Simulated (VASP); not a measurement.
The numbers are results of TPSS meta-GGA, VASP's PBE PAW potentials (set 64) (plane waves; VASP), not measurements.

The input files of a VASP run:

**POSCAR**
```
MgH2
1
    4.3635629464     0.0000000000     0.0000000000
    0.0000000000     4.3635629464     0.0000000000
    0.0000000000     0.0000000000     2.9329752490
Mg H
2 4
Direct
  0.0000000000   0.0000000000   0.0000000000
  0.5000000000   0.5000000000   0.5000000000
  0.3042546764   0.3042546764   1.0000000000
  0.8042546764   0.1957453236   0.5000000000
  0.1957453236   0.8042546764   0.5000000000
  0.6957453236   0.6957453236   0.0000000000
```

KPOINTS:
```
Regular mesh
0
gamma
5 5 7
```

INCAR:
```
# general
SYSTEM =MgH2
PREC   =Accurate
ENCUT  =520   # plane-wave cut-off (eV)
LREAL  =.FALSE.
LASPH  =.TRUE.   # aspherical one-centre terms

# electronic loop
EDIFF  =1E-7
NELM   =100
ALGO   =Normal   # blocked Davidson
LMIXTAU=.TRUE.

# smearing
ISMEAR =0   # Gaussian
SIGMA  =0.05   # width (eV)

# functional
METAGGA=TPSS

# ions
IBRION =2   # conjugate gradients
NSW    =30   # most ionic steps
ISIF   =4
EDIFFG =-0.01   # ionic stop

# output
LWAVE  =.FALSE.
LCHARG =.FALSE.
```

POTCAR, in this order: Mg H (PBE.64 set). Program: vasp_std.

**Question.** Predict the energy per atom (σ→0).

**Answer.** 
```yaml
energy per atom (σ→0): -4.413 eV/atom
```

### OSZICAR
```
...
       N       E                     dE             d eps       ncg     rms          rms(c)
DAV:   1    -0.264772552637E+02   -0.29322E-04   -0.42788E-03   408   0.566E-01    0.152E-02
DAV:   2    -0.264772911137E+02   -0.35850E-04   -0.23483E-04   416   0.228E-01    0.139E-02
DAV:   3    -0.264772817965E+02    0.93171E-05   -0.90546E-05   392   0.116E-01    0.285E-03
DAV:   4    -0.264772890619E+02   -0.72654E-05   -0.40819E-05   384   0.739E-02    0.182E-03
DAV:   5    -0.264772888473E+02    0.21459E-06   -0.23063E-06   448   0.162E-02    0.944E-04
DAV:   6    -0.264772887654E+02    0.81920E-07   -0.23602E-07   320   0.525E-03
   5 F= -.26477289E+02 E0= -.26477289E+02  d E =-.223342E-03
```

The compound is MgH2 in the rutile structure. This cell is one point of a volume scan, at 0.94 of the reference volume. Symmetry was kept, so distortions that lower it aren't found.
